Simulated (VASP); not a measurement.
OSZICAR of a VASP run on ErGe$_{2}$ (relaxed from the AlB2 structure, space group P6/mmm):

### OSZICAR
```
       N       E                     dE             d eps       ncg     rms          rms(c)
DAV:   1     0.187545303167E+03    0.18755E+03   -0.16831E+04  1808   0.339E+03
DAV:   2    -0.372396742539E+02   -0.22478E+03   -0.22221E+03  2134   0.707E+02
DAV:   3    -0.648511440014E+02   -0.27611E+02   -0.27383E+02  2080   0.175E+02
DAV:   4    -0.664238702082E+02   -0.15727E+01   -0.15053E+01  1886   0.357E+01
DAV:   5    -0.664884871669E+02   -0.64617E-01   -0.64605E-01  2202   0.779E+00    0.219E+01
DAV:   6    -0.629807984900E+02    0.35077E+01   -0.97086E-01  2180   0.186E+01    0.122E+01
DAV:   7    -0.623309049080E+02    0.64989E+00   -0.86885E-01  2454   0.174E+01    0.813E-01
DAV:   8    -0.631143614735E+02   -0.78346E+00   -0.71132E-01  1700   0.685E+00    0.136E+00
DAV:   9    -0.630109425971E+02    0.10342E+00   -0.41836E-02  2340   0.252E+00    0.544E-01
DAV:  10    -0.630016708117E+02    0.92718E-02   -0.44125E-02  2180   0.146E+00    0.300E-01
DAV:  11    -0.630019842264E+02   -0.31341E-03   -0.19264E-03  1682   0.421E-01    0.243E-01
DAV:  12    -0.630020292676E+02   -0.45041E-04   -0.17158E-04  2528   0.181E-01    0.165E-01
DAV:  13    -0.630022589676E+02   -0.22970E-03   -0.22748E-03  2328   0.703E-01    0.199E-01
DAV:  14    -0.630023716758E+02   -0.11271E-03   -0.35410E-04  2256   0.230E-01    0.114E-01
DAV:  15    -0.630023321310E+02    0.39545E-04   -0.25611E-04  2704   0.201E-01    0.373E-02
DAV:  16    -0.630023816103E+02   -0.49479E-04   -0.52950E-05  1574   0.699E-02    0.215E-02
DAV:  17    -0.630023761952E+02    0.54152E-05   -0.22330E-06  1268   0.225E-02    0.100E-02
DAV:  18    -0.630023785467E+02   -0.23515E-05   -0.20035E-06  1270   0.170E-02    0.191E-03
DAV:  19    -0.630023763596E+02    0.21870E-05   -0.83293E-07   998   0.152E-02    0.153E-03
DAV:  20    -0.630023772653E+02   -0.90564E-06   -0.28284E-07   908   0.112E-02
   1 F= -.63002377E+02 E0= -.63002131E+02  d E =-.630024E+02
       N       E                     dE             d eps       ncg     rms          rms(c)
DAV:   1    -0.636710124697E+02   -0.66864E+00   -0.10893E+01  1792   0.688E+01    0.546E+00
DAV:   2    -0.632096127888E+02    0.46140E+00   -0.93755E-01  2080   0.206E+01    0.259E+00
DAV:   3    -0.630244544608E+02    0.18516E+00   -0.35322E-01  2272   0.128E+01    0.572E-01
DAV:   4    -0.630129916321E+02    0.11463E-01   -0.32893E-02  2450   0.218E+00    0.364E-01
DAV:   5    -0.630120995853E+02    0.89205E-03   -0.64199E-03  1784   0.722E-01    0.165E-01
DAV:   6    -0.630121749954E+02   -0.75410E-04   -0.21180E-03  2002   0.712E-01    0.539E-02
DAV:   7    -0.630123866898E+02   -0.21169E-03   -0.63543E-04  2142   0.222E-01    0.331E-02
DAV:   8    -0.630123731381E+02    0.13552E-04   -0.20415E-04  2062   0.140E-01    0.261E-02
DAV:   9    -0.630124022640E+02   -0.29126E-04   -0.61439E-05  2190   0.550E-02    0.633E-03
DAV:  10    -0.630123996932E+02    0.25708E-05   -0.38709E-06  1536   0.248E-02    0.219E-03
DAV:  11    -0.630124015104E+02   -0.18172E-05   -0.17078E-06  1006   0.129E-02    0.280E-03
DAV:  12    -0.630124024125E+02   -0.90212E-06   -0.38937E-07   788   0.145E-02
   2 F= -.63012402E+02 E0= -.63012175E+02  d E =-.100251E-01
       N       E                     dE             d eps       ncg     rms          rms(c)
DAV:   1    -0.631035632501E+02   -0.91162E-01   -0.13245E+00  1744   0.221E+01    0.199E+00
DAV:   2    -0.630427256567E+02    0.60838E-01   -0.13439E-01  2272   0.725E+00    0.931E-01
DAV:   3    -0.630184384288E+02    0.24287E-01   -0.35571E-02  2264   0.353E+00    0.218E-01
DAV:   4    -0.630170722095E+02    0.13662E-02   -0.42866E-03  2366   0.818E-01    0.140E-01
DAV:   5    -0.630165967806E+02    0.47543E-03   -0.12917E-03  2042   0.320E-01    0.585E-02
DAV:   6    -0.630168499985E+02   -0.25322E-03   -0.30159E-04  1864   0.229E-01    0.205E-02
DAV:   7    -0.630168400471E+02    0.99514E-05   -0.47387E-05  2034   0.667E-02    0.113E-02
DAV:   8    -0.630168454560E+02   -0.54089E-05   -0.21846E-05  1946   0.443E-02    0.720E-03
DAV:   9    -0.630168449267E+02    0.52932E-06   -0.46260E-06  1356   0.172E-02
   3 F= -.63016845E+02 E0= -.63016642E+02  d E =-.144677E-01
       N       E                     dE             d eps       ncg     rms          rms(c)
DAV:   1    -0.630169546523E+02   -0.10920E-03   -0.16952E-03  1744   0.812E-01    0.703E-02
DAV:   2    -0.630168753944E+02    0.79258E-04   -0.17010E-04  2368   0.270E-01    0.331E-02
DAV:   3    -0.630168393868E+02    0.36008E-04   -0.45881E-05  2240   0.129E-01    0.761E-03
DAV:   4    -0.630168375212E+02    0.18656E-05   -0.50354E-06  1916   0.302E-02    0.461E-03
DAV:   5    -0.630168385266E+02   -0.10054E-05   -0.68115E-07   812   0.125E-02    0.144E-03
DAV:   6    -0.630168387419E+02   -0.21526E-06   -0.22955E-07   740   0.110E-02
   4 F= -.63016839E+02 E0= -.63016633E+02  d E =-.144615E-01
       N       E                     dE             d eps       ncg     rms          rms(c)
DAV:   1    -0.630188598812E+02   -0.20214E-02   -0.41523E-02  2000   0.216E+00    0.272E-01
DAV:   2    -0.630177280279E+02    0.11319E-02   -0.34819E-03  2266   0.108E+00    0.162E-01
DAV:   3    -0.630170683509E+02    0.65968E-03   -0.12931E-03  2330   0.466E-01    0.183E-02
DAV:   4    -0.630170856871E+02   -0.17336E-04   -0.28577E-04  1784   0.190E-01    0.121E-02
DAV:   5    -0.630170907449E+02   -0.50578E-05   -0.20073E-05  2368   0.544E-02    0.629E-03
DAV:   6    -0.630170906244E+02    0.12047E-06   -0.10466E-05  1402   0.225E-02    0.270E-03
DAV:   7    -0.630170949521E+02   -0.43277E-05   -0.20193E-06  1188   0.123E-02    0.163E-03
DAV:   8    -0.630170947087E+02    0.24336E-06   -0.22695E-07   824   0.971E-03
   5 F= -.63017095E+02 E0= -.63016865E+02  d E =-.255967E-03
```

Task: Which electronic solver shows in the log?

Result: It is blocked Davidson (ALGO = Normal, or the opening steps of other solvers). The INCAR had ALGO = Normal.

Task: Can the final energy be trusted as converged?

Result: Self-consistency was reached. It stopped with EDIFF = 1E-6, NELM = 100, NSW = 60 and EDIFFG = -0.02 after 5 ionic steps (r2SCAN meta-GGA, plane waves, VASP's PBE PAW potentials (set 64)). The 4f electrons are frozen in the core of the lanthanide potential, so 4f levels, which can set the real gap, and their magnetism are missing. Energy and stress use the plane-wave basis of the starting cell.

The structure was generated: ErGe2 was put into the AlB2 type (P6/mmm), which need not be its known phase. This run relaxes it. Symmetry was kept, so distortions that lower it aren't found. The start is the result of an earlier pass. The electron count is odd and the run is not spin-polarised, which forces a metal.
